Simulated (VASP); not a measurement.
A run of VASP 6.6.1:

Contents of INCAR:

```
SYSTEM = NbSiO4
ALGO     = Fast           ! electronic algorithm
EDIFF    = 1E-4           ! SCF threshold, eV
EDIFFG   = -0.08          ! ionic threshold
ENCUT    = 520            ! plane-wave cutoff, eV
GGA      = PE             ! functional
IBRION   = 2              ! ionic algorithm
ISIF     = 3              ! what is computed and relaxed
ISMEAR   = 0              ! smearing method
LASPH    = .True.         ! aspherical terms in the spheres
LCHARG   = .False.        ! write CHGCAR
LREAL    = .False.        ! projectors in reciprocal space
LWAVE    = .False.        ! write WAVECAR
NELM     = 60             ! most SCF steps
NSW      = 24             ! ionic steps
PREC     = Normal         ! precision mode
SIGMA    = 0.15           ! smearing width, eV
```

The input KPOINTS:

```
k-points
0
Gamma
  4 4 3
  0 0 0
```

Contents of POSCAR:

```
NbSiO4
1.0
    3.3846727000      0.0000000000      0.0000000000
    0.0000000000      3.3846727000      0.0000000000
    0.0000000000      0.0000000000      5.6298452800
Nb Si O
1 1 4
Direct
    0.0000000000      0.0000000000      0.0000000000
    0.5000000000      0.5000000000      0.5000000000
    0.5000000000      0.0000000000      0.6975501200
    0.0000000000      0.5000000000      0.3024498800
    0.5000000000      0.0000000000      0.3024498800
    0.0000000000      0.5000000000      0.6975501200
```

Potentials or basis: VASP PAW PBE potentials, release 64 (Nb_sv, Si, O).

Run with:

```bash
$ cat potpaw_PBE.64/Nb_sv/POTCAR potpaw_PBE.64/Si/POTCAR potpaw_PBE.64/O/POTCAR > POTCAR
$ mpirun -np 1 vasp_std > vasp.out
```

Hardware: 1 thread of Intel(R) Xeon(R) 6975P-C (Granite Rapids), with other jobs on the host.

Problem. Estimate the wall time of this run.

Solution. Wall time 48 s on 1 thread of Intel(R) Xeon(R) 6975P-C (Granite Rapids), with other jobs on the host, peak memory 0.15 GiB. Counts: scf iterations 119, k points 12, ion steps 10.
